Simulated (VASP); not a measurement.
VASP ran on this input.

KPOINTS:
```
Regular mesh
0
Gamma
8 8 5
0 0 0
```

### INCAR
```
SYSTEM = NbSi2
PREC = Accurate
ENCUT = 300
EDIFF = 1E-6
NELM = 100
ALGO = Normal
LREAL = .FALSE.
LASPH = .TRUE.
ISMEAR = 0
SIGMA = 0.1
GGA = PE
LMAXMIX = 4
LWAVE = .FALSE.
LCHARG = .FALSE.
ISIF = 2
IVDW = 11
```

POSCAR:
```
NbSi2
1
    4.8432180000     0.0000000000     0.0000000000
   -2.4216090000     4.1943500000     0.0000000000
    0.0000000000     0.0000000000     6.6370750000
Nb Si
3 6
Direct
  0.0000000000   0.5000000000   0.1666670000
  0.5000000000   0.0000000000   0.5000000000
  0.5000000000   0.5000000000   0.8333330000
  0.8418450000   0.6836900000   0.5000000000
  0.1581550000   0.8418450000   0.8333330000
  0.3163100000   0.1581550000   0.1666670000
  0.1581550000   0.3163100000   0.5000000000
  0.8418450000   0.1581550000   0.8333330000
  0.6836900000   0.8418450000   0.1666670000
```

POTCAR, in this order: Nb_sv Si (PBE.64 set). Program: vasp_std.

**Question.** Translate this PBE-D3 (zero damping) calculation to Quantum ESPRESSO's pw.x.

**Answer.** One equivalent input (not run):
```
&CONTROL
  calculation = 'scf'
  pseudo_dir = './pseudo'
  outdir = './out'
  tprnfor = .true.
  tstress = .true.
/
&SYSTEM
  ibrav = 0
  nat = 9
  ntyp = 2
  ecutwfc = 82
  occupations = 'smearing'
  smearing = 'gaussian'
  degauss = 0.00735
  input_dft = 'pbe'
  vdw_corr = 'grimme-d3'
  dftd3_version = 3
  dftd3_threebody = .false.
/
&ELECTRONS
  conv_thr = 7.3e-08
  electron_maxstep = 100
/
ATOMIC_SPECIES
  Nb 92.906 Nb.upf
  Si 28.085 Si.upf
CELL_PARAMETERS angstrom
     4.8432180    0.0000000    0.0000000
    -2.4216090    4.1943500    0.0000000
     0.0000000    0.0000000    6.6370750
ATOMIC_POSITIONS crystal
  Nb   0.0000000  0.5000000  0.1666670
  Nb   0.5000000  0.0000000  0.5000000
  Nb   0.5000000  0.5000000  0.8333330
  Si   0.8418450  0.6836900  0.5000000
  Si   0.1581550  0.8418450  0.8333330
  Si   0.3163100  0.1581550  0.1666670
  Si   0.1581550  0.3163100  0.5000000
  Si   0.8418450  0.1581550  0.8333330
  Si   0.6836900  0.8418450  0.1666670
K_POINTS automatic
  8 8 5 0 0 0
```
Limits of the translation: the potentials are each code's own (VASP's PAW set, PseudoDojo norm-conserving files in pw.x), so ENCUT and ecutwfc are chosen apart and not converted; conv_thr bounds pw.x's estimated SCF error, while EDIFF bounds the energy change between steps.

The structure comes from a computed database's NbSi2 entry, a phase known from measurement. The cell was not relaxed at this level. The run is one of a series of settings (IVDW = 11 against the base run), some of them coarse on purpose.
